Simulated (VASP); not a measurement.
A convergence study with VASP on WSe2 (2H layered): one setting is varied, all else stays as given below, so the limit is that of these other settings.

```xyz
6
Lattice="1.6400 -2.8406 0.0000 1.6400 2.8406 0.0000 0.0000 0.0000 12.9600" Properties=species:S:1:pos:R:3 pbc="T T T"
W      1.6400     0.9469     3.2400
W      1.6400    -0.9469     9.7200
Se     1.6400     0.9469    11.3918
Se     1.6400    -0.9469     4.9118
Se     1.6400    -0.9469     1.5682
Se     1.6400     0.9469     8.0482
```

These are LDA (Ceperley-Alder, Perdew-Zunger), VASP's LDA PAW potentials (set 64) (plane waves; VASP 6.6.1) values and carry that method's errors. The tightest run used: 550 eV cut-off, 17×17×4 Γ-centred mesh, tetrahedra with Blöchl corrections, potentials W_sv Se.

Question: The settings run are 4×4×1 mesh; 5×5×1 mesh; 6×6×1 mesh; 7×7×2 mesh; 8×8×2 mesh; 9×9×2 mesh; 10×10×2 mesh; 11×11×2 mesh; 12×12×3 mesh; 13×13×3 mesh; 14×14×3 mesh; 15×15×3 mesh; 16×16×4 mesh; 17×17×4 mesh. From which on does the stress (every component) stay within 0.1 GPa of the tightest run?

Answer: From 7×7×2 mesh on: it is off by 0.01 there and by no more than 0.1 in any finer run, while 6×6×1 mesh is off by 0.52.
```
setting       E (eV/atom)  pressure (GPa)  largest force (eV/Å)  irreducible k-points  difference judged (GPa)
------------  -----------  --------------  --------------------  --------------------  -----------------------
4×4×1 mesh        -8.0888           -2.52                 0.268                     4                     0.25
5×5×1 mesh        -8.0712           -2.19                 0.213                     5                     0.46
6×6×1 mesh        -8.0709           -2.21                 0.206                     7                     0.52
7×7×2 mesh        -8.0796           -2.38                 0.176                    16                     0.01
8×8×2 mesh        -8.0793           -2.38                 0.175                    20                     0.01
9×9×2 mesh        -8.0793           -2.38                 0.175                    24                     0.01
10×10×2 mesh      -8.0794           -2.38                 0.176                    28                     0.01
11×11×2 mesh      -8.0793           -2.38                 0.175                    32                     0.02
12×12×3 mesh      -8.0794           -2.38                 0.175                    38                     0.01
13×13×3 mesh      -8.0794           -2.38                 0.175                    42                     0.00
14×14×3 mesh      -8.0794           -2.38                 0.175                    48                     0.00
15×15×3 mesh      -8.0794           -2.39                 0.175                    54                     0.00
16×16×4 mesh      -8.0794           -2.39                 0.175                    90                     0.00
17×17×4 mesh      -8.0794           -2.38                 0.175                    99                     0.00
```

Left out are rungs that failed or repeat a setting and relaxations that didn't move; long series are thinned to 24 rows.

The compound is WSe2 in the 2H layered structure. The cell was not relaxed at this level, forces remain on its atoms.
